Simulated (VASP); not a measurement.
# CdInS2: single point with PBE

Crystal: CdInS2.

```
In Cd S
1.0
     3.86950    0.00000    0.00000
    -1.93475    3.35108    0.00000
     0.00000    0.00000    6.81053
In Cd S
1 1 2
Direct
  0.00000 0.00000 0.50000
  0.00000 0.00000 0.00000
  0.33333 0.66667 0.24495
  0.66667 0.33333 0.75505
```

The cell comes from a database or a generator and needn't be the stable form of this composition.

```json
{"Program": "VASP 6.6.1", "Task": "single point", "Functional": "PBE", "Potentials or basis": "VASP PAW PBE potentials, release 64 (In_d_GW, Cd_GW, S_GW)", "Cutoff": "500 eV", "k mesh": "4 × 4 × 2", "Occupations": "gaussian, width 0.02 eV", "Spin": "no spin polarisation"}
```

| Quantity | Value |
| --- | --- |
| Pressure | -0.4 GPa |
| Largest force | 0.132 eV/Å |
| Band gap on the k mesh | none (metal or under the smearing width) |

Forces in eV/Å, atoms in the order of the input:
```
In   0.000  0.000  0.000
Cd   0.000  0.000  0.000
S    0.000  0.000  0.132
S    0.000  0.000 -0.132
```

Stress tensor (GPa, compression positive):
```
-0.42  0.00  0.00
 0.00 -0.42  0.00
 0.00  0.00 -0.31
```

Levels at points of the mesh, in eV from the Fermi level:
| k point | band 14 | band 15 | band 16 | band 17 | band 18 | band 19 | band 20 | band 21 | band 22 | band 23 |
| --- | --- | --- | --- | --- | --- | --- | --- | --- | --- | --- |
| (0.00, 0.00, 0.00) | -2.94 | -2.41 | -2.41 | -2.21 | -1.90 | -1.90 | 1.50 | 4.06 | 4.49 | 4.49 |
| (0.50, 0.00, 0.00) | -5.42 | -4.81 | -3.81 | -3.62 | -2.05 | -0.40 | 1.51 | 1.58 | 3.49 | 3.84 |
| (0.00, 0.00, 0.50) | -5.25 | -2.23 | -2.23 | -2.06 | -2.06 | 0.22 | 0.80 | 4.18 | 4.54 | 4.54 |
| (0.50, 0.00, 0.50) | -6.14 | -3.40 | -3.31 | -2.98 | -2.89 | -1.13 | -0.01 | 3.49 | 3.66 | 4.80 |

Run time: 98 s on 1 thread of Intel(R) Xeon(R) Platinum 8488C (Sapphire Rapids), on a shared host, peak memory 0.21 GiB.

Caveat: the k mesh is coarse (spacing up to 0.47 Å⁻¹), so the values aren't converged.
